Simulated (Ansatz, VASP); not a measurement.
# Be2CdS2 in VASP and in Ansatz

```xyz
5
Lattice="4.5195 0.0000 0.0000 -2.2598 3.9140 0.0000 0.0000 0.0000 4.4608" Properties=species:S:1:pos:R:3 pbc="T T T"
Be    0.0000    2.6093    0.0000
Be    2.2598    1.3047    0.0000
Cd    0.0000    0.0000    0.0000
S     0.0000    2.6093    2.2304
S     2.2598    1.3047    2.2304
```

Alike in both runs: functional PBE; k mesh 6 × 6 × 4; occupations gaussian, width 0.1 eV; no spin polarisation.

Ansatz relaxed the structure, and its values are those at the end. VASP's run is a single point on that final structure, the one shown.

```csv
,VASP,Ansatz
version,VASP 6.6.1,Ansatz 0.2.0
potentials or method,"VASP PAW PBE potentials, release 64 (Be, Cd, S)","scalar-relativistic, plane waves, PAW"
plane-wave cutoff (eV),520,420
valence electrons in the cell,28,36
```

```csv
,VASP,Ansatz,Ansatz less VASP
gap on the k mesh at the Fermi level (eV),none,none,-
pressure (GPa),0.0,-0.1,-0.11
```

A gap of «none» marks a metal or a gap that the smearing closes. The two sets of potentials don't hold the same shells in valence.
